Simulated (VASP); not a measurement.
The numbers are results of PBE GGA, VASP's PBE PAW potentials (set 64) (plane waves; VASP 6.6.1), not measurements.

The input files of a VASP run:

### INCAR
```
SYSTEM = Au
PREC = Accurate; ENCUT = 480; LREAL = F
LASPH = T
EDIFF = 1E-7; NELM = 100; ALGO = Normal
LMAXMIX = 6
ISMEAR = 1; SIGMA = 0.1
GGA = PE
IBRION = 2; NSW = 40; ISIF = 3
EDIFFG = -0.01; PSTRESS = 20
LWAVE = F; LCHARG = F
```

POSCAR:
```
Au
1.0
  0.0000000000   2.0678186313   2.0678186313
  2.0678186313   0.0000000000   2.0678186313
  2.0678186313   2.0678186313   0.0000000000
Au
1
Direct
  0.0000000000   0.0000000000   0.0000000000
```

**KPOINTS**
```
Automatic mesh
0
Gamma
14 14 14
0 0 0
```

POTCAR, in this order: Au (PBE.64 set). Program: vasp_std.

What VASP printed:

OSZICAR:
```
       N       E                     dE             d eps       ncg     rms          rms(c)
DAV:   1     0.376084779494E+02    0.37608E+02   -0.55040E+03  2168   0.101E+03
DAV:   2    -0.311282052462E+01   -0.40721E+02   -0.38372E+02  1959   0.188E+02
DAV:   3    -0.347942938646E+01   -0.36661E+00   -0.36587E+00  2163   0.178E+01
DAV:   4    -0.348049042237E+01   -0.10610E-02   -0.10610E-02  2144   0.105E+00
DAV:   5    -0.348049688636E+01   -0.64640E-05   -0.64642E-05  2164   0.774E-02    0.839E+00
DAV:   6    -0.323550598149E+01    0.24499E+00   -0.81747E-01  1908   0.880E+00    0.541E+00
DAV:   7    -0.321833845378E+01    0.17168E-01   -0.71453E-02  1997   0.258E+00    0.265E+00
DAV:   8    -0.321637381144E+01    0.19646E-02   -0.13899E-03  1994   0.385E-01    0.224E-01
DAV:   9    -0.321636352376E+01    0.10288E-04   -0.51513E-06  2065   0.249E-02    0.175E-02
DAV:  10    -0.321636959989E+01   -0.60761E-05   -0.29206E-06  2080   0.221E-02    0.283E-03
DAV:  11    -0.321636950398E+01    0.95903E-07   -0.45534E-08  1469   0.205E-03
   1 F= -.29956266E+01 E0= -.29958523E+01  d E =-.299563E+01
```

**OUTCAR**
```
------------------------ aborting loop because EDIFF is reached ----------------------------------------
  FORCE on cell =-STRESS in cart. coord.  units (eV):
  Direction    XX          YY          ZZ          XY          YZ          ZX
  --------------------------------------------------------------------------------------
  Total        0.2216585      0.2216585      0.2216585      0.0000000      0.0000000     -0.0000000
  in kB       20.0829555     20.0829555     20.0829555      0.0000000      0.0000000     -0.0000000
  external PRESSURE =       0.0829555 kB  Pullay stress =      20.0000000 kB
  volume of cell :       17.68
      direct lattice vectors                 reciprocal lattice vectors
     0.000000000  2.067818631  2.067818631    -0.241800704  0.241800704  0.241800704
     2.067818631  0.000000000  2.067818631     0.241800704 -0.241800704  0.241800704
     2.067818631  2.067818631  0.000000000     0.241800704  0.241800704 -0.241800704
 POSITION                                       TOTAL-FORCE (eV/Angst)
 -----------------------------------------------------------------------------------
      0.00000      0.00000      0.00000        -0.000000      0.000000      0.000000
 -----------------------------------------------------------------------------------
    total drift:                               -0.000000      0.000000      0.000000
  FREE ENERGIE OF THE ION-ELECTRON SYSTEM (eV)
  ---------------------------------------------------
  free  energy   TOTEN  =        -3.2163695040 eV

  energy  without entropy=       -3.2170464678  energy(sigma->0) =       -3.21659516
  enthalpy is  TOTEN    =        -2.9956266053 eV   P V=        0.2207428986

 reached required accuracy - stopping structural energy minimisation
```
(Selected blocks of OUTCAR.)

The compound is Au in the fcc structure. It was relaxed first under an external pressure of 2 GPa.
